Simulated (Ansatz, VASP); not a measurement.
# Cross-check of HfN (HfN strained to the junction's net) between VASP and Ansatz

One calculation is typed for both programs; each brings its own data sets. How far apart do they land? The cell is generated by rule, not measured, and may not be a known phase. The structure shown is the end of the Ansatz relaxation below.

Program: Ansatz 0.2.0. Level of theory: plane waves, with VASP 6.6.1 beside it; single point at PBE. Results are calculated unless marked as measured.

### 1. The starting structure

Symmetry: R-3m, No. 166, trigonal system. Conventional cell: a = 3.247 Å, b = 3.247 Å, c = 7.812 Å, α = 90.00°, β = 90.00°, γ = 120.00°. Nearest to Hf lie 6 N at 2.28 Å. Nearest to N lie 6 Hf at 2.28 Å. Farther neighbours and most contacts between anions are not listed.

### 2. Ansatz: relaxation, PBE

Ansatz runs on its default PAW (the set named soft_2) files.

This run makes the geometry at which the two programs are then compared.

Contents of input.yaml:

```yaml
crystal:
  lattice:
    - [3.247, 0.0, 0.0]
    - [-1.6235, 2.8119844861, 0.0]
    - [0.0, 0.0, 7.7710780327]
  atoms:
    - { symbol: Hf, position: [0.0, 0.0, 0.0] }
    - { symbol: "N", position: [0.3333333333, 0.6666666667, 0.1666666667] }
    - { symbol: Hf, position: [0.6666666667, 0.3333333333, 0.3333333333] }
    - { symbol: "N", position: [0.0, 0.0, 0.5] }
    - { symbol: Hf, position: [0.3333333333, 0.6666666667, 0.6666666667] }
    - { symbol: "N", position: [0.6666666667, 0.3333333333, 0.8333333333] }
kpoints:
  mp_grid: { grid: [12, 12, 4] }
scf:
  occupations: { method: fermi_dirac, width: 0.1 }
  max_iter: 150
hamiltonian:
  xc: pbe
relax:
  f_tol: 0.01
  max_steps: 40
  cell: { fix: [a, b, angles] }
```

Command:

```bash
> ansatz run input.yaml --threads 4 --pin off --max-ram 12288MiB --backend cpu --events-out ev --progress --plain --runs-dir out
```

Numbers of over 12 decimals in the logs are rounded to 6 here.

The log of the run:

```text
Engine: ansatz 0.2.0, aarch64-unknown-linux-gnu
Pseudopotentials: kind: paw
Pseudopotential: Hf, paw, valence charge 26, recommended cutoff 420 eV (normal), Hf.paw.azcp
Pseudopotential: N, paw, valence charge 5, recommended cutoff 420 eV (normal), N.paw.azcp
Functional definition: PBE
  parameter kappa = 0.804
  parameter beta = 0.066725
  exchange = pbe_x(kappa = kappa, mu = beta*pi^2/3)
  correlation = pbe_c(beta = beta)
Crystal: 6 atoms, lattice volume = 70.954 Å³
Basis set: ecut = 420 eV, 1381 PW (Γ), exchange–correlation on 48×48×108 points (8 copies of the dense FFT grid, shifted against one another)
Bands: 56, of which v1, the nominal top of the filled ones, is band 47 counted from 1 (46 counted from 0)
Symmetry: 36 space group operations
Space group: R-3m (ITA 166), of the structure as read, at distance tolerance 4.1e-5 Å
k-points: 69 of 576
Non-local potential: Hf, projectors of the file, l = 0: 3, l = 1: 2, l = 2: 2, l = 3: 3
Non-local potential: N, projectors of the file, l = 0: 2, l = 1: 2, l = 2: 1
PAW form: soft (Blöchl's): semilocal exchange-correlation on the pseudo side does not see the compensation charge
PAW one-centre angular grid: Hf, 590 points (default); XC on 64 Gauss nodes
PAW one-centre angular grid: N, 110 points (default); XC on 64 Gauss nodes
Initial density: superposition of atomic densities (neutral atoms: chi_scale 0, normalization atom), corrected by the library's trained network
Initial wavefunctions: pseudopotential atomic-orbital guess
Functional: x = pbe(κ = 0.804, μ = 0.219515), c = pbe(β = 0.066725)
SCF iter   1: F=—  HF=-48326.086264 eV  |F-HF|=—  |Δ(HF+E_count)|=         —  Δρ=5.83e-3  dr2=3.00e-2  ethr=1.77e-3  ⟨swp⟩=4.9  Hψ=11605  notcnv=0  defer=2
preconditioner: auto → Kerker (q_TF=auto, 2.854 Å⁻¹)  [metal: Δε(μ)=0.039 eV  Ē_g=18.028 eV  σ=0.100 eV  W_gap=0.10  n_scr=36 (ndim 8)  ℏωp=41.1 eV  f_vac=0.000  D(μ)=1.74/eV (n_scr^D=4)]
SCF iter   2: F=—  HF=-48326.079167 eV  |F-HF|=—  |Δ(HF+E_count)|=   7.10e-3  Δρ=1.36e-3  dr2=1.42e-3  ethr=3.22e-5  ⟨swp⟩=2.0  Hψ=6758  notcnv=0  defer=5
SCF iter   3: F=—  HF=-48326.078787 eV  |F-HF|=—  |Δ(HF+E_count)|=   3.79e-4  Δρ=7.82e-4  dr2=2.94e-4  ethr=1.52e-6  ⟨swp⟩=2.5  Hψ=6607  notcnv=0  defer=5
SCF iter   4: F=—  HF=-48326.078758 eV  |F-HF|=—  |Δ(HF+E_count)|=   2.90e-5  Δρ=2.82e-4  dr2=2.80e-5  ethr=3.17e-7  ⟨swp⟩=2.0  Hψ=7007  notcnv=0  defer=5
SCF iter   5: F=—  HF=-48326.078711 eV  |F-HF|=—  |Δ(HF+E_count)|=   4.70e-5  Δρ=7.08e-5  dr2=1.78e-6  ethr=3.01e-8  ⟨swp⟩=3.0  Hψ=7724  notcnv=0  defer=5
SCF iter   6: F=—  HF=-48326.078786 eV  |F-HF|=—  |Δ(HF+E_count)|=   7.41e-5  Δρ=1.87e-5  dr2=2.05e-7  ethr=1.91e-9  ⟨swp⟩=2.6  Hψ=6939  notcnv=0  defer=5
SCF iter   7: F=-48326.078785 eV  HF=-48326.078785 eV  |F-HF|=7.20e-9  |Δ(HF+E_count)|=   5.29e-8  Δρ=4.66e-6  dr2=1.66e-8  ethr=1.08e-10  ⟨swp⟩=6.7  Hψ=17846  notcnv=0
SCF 1 converged in 7 iterations: F = -48326.078785 eV  dr2 = 1.66e-8
  greatest PAW one-centre occupation: 0.998 electrons in one spin orbital (limit 2), on the Hf atom at site 4 (counted from 0), in its partial waves of l = 0
relax step   1: F+E_penalty+E_count = -48326.07878546 eV  Δ(F+E_penalty+E_count) = +0.000e0 eV  max|allowed force component| = 1.010e-26 eV/Å  Δτ_max = 0.0000 Å  P = -1.444 GPa  Ω = 70.954 Å³  fix = [a, b, alpha, beta, gamma]  reactions: a -3.274, b -3.274 GPa  (7 SCF iters, dr2 threshold 1.00e-7 eV, accepted)
[...]
relax step   2: F+E_penalty+E_count = -48326.07671378 eV  Δ(F+E_penalty+E_count) = +2.072e-3 eV  max|allowed force component| = 8.133e-27 eV/Å  Δτ_max = 0.0000 Å  P = -4.068 GPa  Ω = 71.687 Å³  energy of the carried Pulay correction = -2.139e-3 eV  fix = [a, b, alpha, beta, gamma]  reactions: a -5.031, b -5.031 GPa  (6 SCF iters, dr2 threshold 6.00e-7 eV, accepted)
[...]
relax step   3: F+E_penalty+E_count = -48326.08021875 eV  Δ(F+E_penalty+E_count) = -3.505e-3 eV  max|allowed force component| = 4.615e-27 eV/Å  Δτ_max = 0.0000 Å  P = -2.796 GPa  Ω = 71.327 Å³  energy of the carried Pulay correction = -1.091e-3 eV  fix = [a, b, alpha, beta, gamma]  reactions: a -4.177, b -4.177 GPa  (5 SCF iters, dr2 threshold 6.00e-7 eV, accepted)
[...]
relax step   4: F+E_penalty+E_count = -48326.08131625 eV  Δ(F+E_penalty+E_count) = -1.097e-3 eV  max|allowed force component| = 1.150e-28 eV/Å  Δτ_max = 0.0000 Å  P = -2.777 GPa  Ω = 71.327 Å³  fix = [a, b, alpha, beta, gamma]  reactions: a -4.167, b -4.167 GPa  stress off target by 4.75e-3 GPa on what of the cell is left free  SCF on the basis re-selected at this cell (its energy is not comparable with the rows above)  (7 SCF iters)
basis re-selected at this cell: Δ(F+E_penalty+E_count) = -1.097e-3 eV, ΔP = +0.020 GPa vs the last step (what re-selecting the basis moved, of the pressure what is left beyond the Pulay correction that the steps carried, after the strain that the cell walked since its last selection, with what the two solves' SCF thresholds leave and, on support functions, any second-order correction that the steps lacked; it is no m [...]
SCF converged after 7 iterations
Free energy (F): -48326.081316 eV
Harris-Foulkes:  -48326.081316 eV  (|F-HF|=0.00e0)
Internal energy: -48326.022640 eV  (E = F + TS)
E sigma→0 (E₀):  -48326.051978 eV
Entropy (-TS):   -0.058676 eV (-9.779 meV/atom)
Fermi energy:    23.156581 eV
--- Per-component energies (eV) ---
  E_band       = 474.084507
  E_kinetic    = 1664.757737
  E_local      = -14420.329939  (includes V_loc(G=0)·N_el)
  E_nonlocal   = -3596.242974
  E_hartree    = 6820.902288
  E_xc         = -1083.279641
  E_vxc        = -1032.352299  (∫ρ·V_xc dr)
  E_paw        = -21162.694424  (= ΣΔE_a)
  E_vpaw       = 4216.447291  (= ΣTr[D̂ρ^β])
  E_aug_tail   = 0.000289  (compensation charges beyond the density's cutoff)
  E_ewald      = -16549.135976
  E_smearing   = -0.058676  (= −TS)
  E_closure    = 0.000000  (closes the sum)
  Σ components = -48326.081316   (vs F -48326.081316, Δ=0.00e0)
--- Forces (eV/Å), atoms counted from 1 ---
  atom   1  Hf    -0.00000000     0.00000000     0.00000000
  atom   2  N      0.00000000     0.00000000     0.00000000
  atom   3  Hf     0.00000000     0.00000000    -0.00000000
  atom   4  N      0.00000000     0.00000000     0.00000000
  atom   5  Hf     0.00000000     0.00000000     0.00000000
  atom   6  N      0.00000000     0.00000000    -0.00000000
  max |Σ_I F_I| component: 1.30e-28 eV/Å
--- Stress (GPa, compression-positive) ---
       -4.167395       0.000000       0.000000
       -0.000000      -4.167395      -0.000000
       -0.000000      -0.000000       0.004748
  P = ⅓ Tr σ = -2.7767 GPa (-27.767 kbar)
--- Relaxed structure (3 steps of the walk, 3 accepted, 1 SCFs on fresh bases) ---
  F+E_penalty+E_count = -48326.08131625 eV   max|allowed force component| = 1.150e-28 eV/Å   (the final SCF, on the basis selected at the relaxed cell)
  cell:  # Å, volume = 71.3265 Å³
    - [3.247000, 0, 0]
    - [-1.623500, 2.811984, 0]
    - [0, 0, 7.811887]
  atoms:
    - { symbol: Hf, position: [0, 0, 0] }
    - { symbol: N, position: [0.333333, 0.666667, 0.166667] }
    - { symbol: Hf, position: [0.666667, 0.333333, 0.333333] }
    - { symbol: N, position: [0, 0, 0.5] }
    - { symbol: Hf, position: [0.333333, 0.666667, 0.666667] }
    - { symbol: N, position: [0.666667, 0.333333, 0.833333] }
```

In the SCF lines HF is the Harris–Foulkes energy and dr2 the Hartree energy of the density residual, in eV; the loop may stop once dr2 is under the threshold and the program's other checks hold. Hψ counts applications of the Hamiltonian.

### 3. VASP: single point, PBE

The same cell, functional, mesh and smearing now go to VASP, with its own data sets.

Lines of VASP's logs that name or quote its potential files are left out, and so is its time.

Contents of INCAR:

```
SYSTEM = HfN
PREC = Accurate
ENCUT = 600
EDIFF = 1E-06
NELM = 120
ISMEAR = -1
SIGMA = 0.1
LREAL = .FALSE.
ALGO = Normal
GGA = PE
NBANDS = 28
LASPH = .TRUE.
LORBIT = 11
LWAVE = .FALSE.
LCHARG = .FALSE.
ISIF = 2
GGA_COMPAT = .FALSE.
KPAR = 2
```

Contents of POSCAR:

```
HfN
1.0
    3.2470000000      0.0000000000      0.0000000000
   -1.6235000000      2.8119844861      0.0000000000
    0.0000000000      0.0000000000      7.8118865648
Hf N
3 3
Direct
    0.0000000000      0.0000000000      0.0000000000
    0.6666666667      0.3333333333      0.3333333333
    0.3333333333      0.6666666667      0.6666666667
    0.3333333333      0.6666666667      0.1666666667
    0.0000000000      0.0000000000      0.5000000000
    0.6666666667      0.3333333333      0.8333333333
```

Contents of KPOINTS:

```
Automatic mesh
0
Gamma
12 12 4
0 0 0
```

Potentials, in the order of the species: Hf_pv and N (PBE family, release 64).

Command:

```bash
> mpirun -np 2 vasp_std
```

The log of the run:

```text
[banner, memory and clock lines left out]
running    2 mpi-ranks, on    1 nodes
 distrk:  each k-point on    1 cores,    2 groups
 distr:  one band on    1 cores,    1 groups

 POSCAR found type information on POSCAR HfN
 POSCAR found :  2 types and       6 ions
 LDA part: xc-table for (Slater+PW92), standard interpolation
 POSCAR, INCAR and KPOINTS ok, starting setup
 FFT: planning ... GRIDC
 FFT: planning ... GRID_SOFT
 FFT: planning ... GRID
 WAVECAR not read
 entering main loop
       N       E                     dE             d eps       ncg     rms          rms(c)
DAV:   1     0.238343932582E+03    0.23834E+03   -0.27040E+04  3864   0.176E+03
DAV:   2    -0.597058480626E+02   -0.29805E+03   -0.28971E+03  4844   0.416E+02
DAV:   3    -0.740924219793E+02   -0.14387E+02   -0.14178E+02  4800   0.796E+01
DAV:   4    -0.743119102974E+02   -0.21949E+00   -0.21730E+00  5076   0.986E+00
DAV:   5    -0.743147026553E+02   -0.27924E-02   -0.27789E-02  4928   0.874E-01    0.798E+01
DAV:   6    -0.654825861172E+02    0.88321E+01   -0.54845E+01  4516   0.342E+01    0.660E+01
DAV:   7    -0.653347192653E+02    0.14787E+00   -0.42208E+00  4432   0.116E+01    0.294E+01
DAV:   8    -0.652936930321E+02    0.41026E-01   -0.22201E-01  4924   0.302E+00    0.487E+00
DAV:   9    -0.652821442417E+02    0.11549E-01   -0.88702E-02  4564   0.157E+00    0.376E+00
DAV:  10    -0.652799740467E+02    0.21702E-02   -0.14118E-02  4640   0.663E-01    0.449E-01
DAV:  11    -0.652799654169E+02    0.86298E-05   -0.74132E-04  4788   0.176E-01    0.158E-01
DAV:  12    -0.652799585095E+02    0.69074E-05   -0.34794E-05  5044   0.345E-02    0.883E-02
DAV:  13    -0.652799596302E+02   -0.11207E-05   -0.13189E-06  3712   0.788E-03    0.410E-03
DAV:  14    -0.652799596908E+02   -0.60568E-07   -0.64480E-08  2768   0.193E-03
   1 F= -.65279960E+02 E0= -.65250599E+02  d E =-.587209E-01
```

From OUTCAR (step 3):

```text
ion  position               nearest neighbor table
   1  0.000  0.000  0.000-   4 2.28   6 2.28   6 2.28   4 2.28   6 2.28   4 2.28   2 3.21   3 3.21
                             3 3.21   2 3.21   2 3.21   3 3.21
   2  0.667  0.333  0.333-   4 2.28   4 2.28   5 2.28   4 2.28   5 2.28   5 2.28   1 3.21   1 3.21
                             1 3.21   3 3.21   3 3.21   3 3.21
   3  0.333  0.667  0.667-   6 2.28   6 2.28   5 2.28   6 2.28   5 2.28   5 2.28   1 3.21   1 3.21
                             1 3.21   2 3.21   2 3.21   2 3.21
   4  0.333  0.667  0.167-   2 2.28   2 2.28   1 2.28   2 2.28   1 2.28   1 2.28
   5  0.000  0.000  0.500-   2 2.28   3 2.28   2 2.28   3 2.28   2 2.28   3 2.28
   6  0.667  0.333  0.833-   3 2.28   3 2.28   1 2.28   3 2.28   1 2.28   1 2.28

  LATTYP: Found a hexagonal cell.
 ALAT       =     3.2470000000
 C/A-ratio  =     2.4058782152

 Subroutine GETGRP returns: Found 12 space group operations
 (whereof 12 operations were pure point group operations)

The static configuration has the point symmetry D_3d.

 Found     69 irreducible k-points:

   k-points           NKPTS =     69   k-points in BZ     NKDIM =     69   number of bands    NBANDS=     28

   dimension x,y,z NGX =    28 NGY =   28 NGZ =   64
   dimension x,y,z NGXF=    56 NGYF=   56 NGZF=  128

   ENCUT  =  600.0 eV  44.10 Ry    6.64 a.u.   6.49  6.49 15.60*2*pi/ulx,y,z

   NELECT =      45.0000    total number of electrons

 k-points in reciprocal lattice and weights: Automatic mesh
   0.00000000  0.00000000  0.00000000       0.002
   0.08333333  0.00000000  0.00000000       0.010
   0.16666667  0.00000000  0.00000000       0.010
   0.25000000  0.00000000  0.00000000       0.010
   0.33333333  0.00000000  0.00000000       0.010
   0.41666667  0.00000000  0.00000000       0.010
   0.50000000  0.00000000  0.00000000       0.005
   0.08333333  0.08333333  0.00000000       0.010
   0.16666667  0.08333333  0.00000000       0.021
[...]
0.33333333  0.25000000  0.50000000       0.021
   0.33333333  0.33333333  0.50000000       0.003

 average (electrostatic) potential at core
       1 -35.1095       2 -35.1095       3 -35.1095       4 -61.8278       5 -61.8278
       6 -61.8278

 E-fermi :   8.1094

 k-point     1 :       0.0000    0.0000    0.0000
  band No.  band energies     occupation
    ...
     20       5.0914      2.00000
     21       5.1855      2.00000
     22       7.6884      1.97073
     23       7.6884      1.97073
     24       7.9493      1.66438
     25       9.3447      0.00001
     26       9.3447      0.00001
     27       9.6392      0.00000
     28      10.0125      0.00000

 k-point     2 :       0.0833    0.0000    0.0000
  band No.  band energies     occupation
    ...
     20       4.8212      2.00000
     21       4.8602      2.00000
     22       7.7294      1.95625
     23       7.9987      1.50314
     24       8.2006      0.57305
     25       8.6336      0.01053
     26       9.1422      0.00007
     27       9.9883      0.00000
     28      10.0003      0.00000

 k-point     3 :       0.1667    0.0000    0.0000
  band No.  band energies     occupation
    ...
     19       3.1588      2.00000
     20       4.1681      2.00000
     21       4.2571      2.00000
     22       7.5252      1.99421
     23       7.7275      1.95704
     24       8.7278      0.00412
     25       8.8172      0.00169
     26       9.3024      0.00001
     27       9.9151      0.00000
     28      10.7431      0.00000

  Total       -2.9363660     -2.9363660     -1.0508346      0.0000000     -0.0000000      0.0000000
  in kB      -65.9583265    -65.9583265    -23.6044463      0.0000000     -0.0000000      0.0000000
  external PRESSURE =     -51.8403665 kB  Pullay stress =       0.0000000 kB

  energy-cutoff  :      600.00
  volume of cell :       71.33
      direct lattice vectors                 reciprocal lattice vectors
     3.247000000  0.000000000  0.000000000     0.307976594  0.177810369  0.000000000
    -1.623500000  2.811984486  0.000000000     0.000000000  0.355620739  0.000000000
     0.000000000  0.000000000  7.811886565     0.000000000  0.000000000  0.128010051

 POSITION                                       TOTAL-FORCE (eV/Angst)
 -----------------------------------------------------------------------------------
      0.00000      0.00000      0.00000         0.000000     -0.000000     -0.000000
      1.62350      0.93733      2.60396        -0.000000      0.000000      0.000000
     -0.00000      1.87466      5.20792        -0.000000     -0.000000     -0.000000
     -0.00000      1.87466      1.30198         0.000000     -0.000000     -0.000000
      0.00000      0.00000      3.90594        -0.000000     -0.000000     -0.000000
      1.62350      0.93733      6.50991         0.000000     -0.000000      0.000000
 -----------------------------------------------------------------------------------
    total drift:                               -0.000000      0.000000      0.000000

  FREE ENERGIE OF THE ION-ELECTRON SYSTEM (eV)
  ---------------------------------------------------
  free  energy   TOTEN  =       -65.2799596908 eV

  energy  without entropy=      -65.2212387466  energy(sigma->0) =      -65.25059922

 total charge
# of ion       s       p       d       tot
------------------------------------------
    1        0.283   6.534   1.712   8.528
    2        0.283   6.534   1.712   8.528
    3        0.283   6.534   1.712   8.528
    4        1.229   2.482   0.000   3.711
    5        1.229   2.482   0.000   3.711
    6        1.229   2.482   0.000   3.711
--------------------------------------------------
tot          4.536  27.049   5.135  36.719

[... 3 further parts left out ...]
```

The run ends at a pressure of -5.18 GPa.

### 4. Comparison

Known differences besides the potentials themselves: the data sets hold 93 valence electrons in Ansatz (on its default PAW (the set named soft_2) files) and 45 in VASP; the cutoff is 420 eV in Ansatz and 600 eV in VASP; Ansatz's pressure holds a Pulay correction, VASP's none. Total energies have different zeros and are not compared.

Both answers:

```csv
quantity,Ansatz,VASP,difference
pressure (GPa),-2.78,-5.18,+2.41
```

### 5. Results

- difference in pressure (single point, PBE): 2.4 GPa

The difference in pressure is 2.4 GPa (single point, PBE), beyond the 1 GPa picked in this series as the mark of a large difference. The data sets hold unlike numbers of valence electrons (93 in Ansatz and 45 in VASP), so part of the differences comes from the potentials. What causes the difference of the single point, PBE pair stays open here. Such differences can come from data sets, numerical settings and the points named under the comparisons, not from the functional's error against experiment.

[Lines on the potential files, build, host, timing and source positions are cut from VASP's logs without a mark.]

[Logs are printed without paths, hosts, clocks, repeated set-up lines and the standing remarks that a program may print on its own settings, such as how far it seeks lower states.]

[Hosts, paths, dates, database ids (printed as entryN), source tags and the programs' standing remarks are cut or masked in the printed files.]
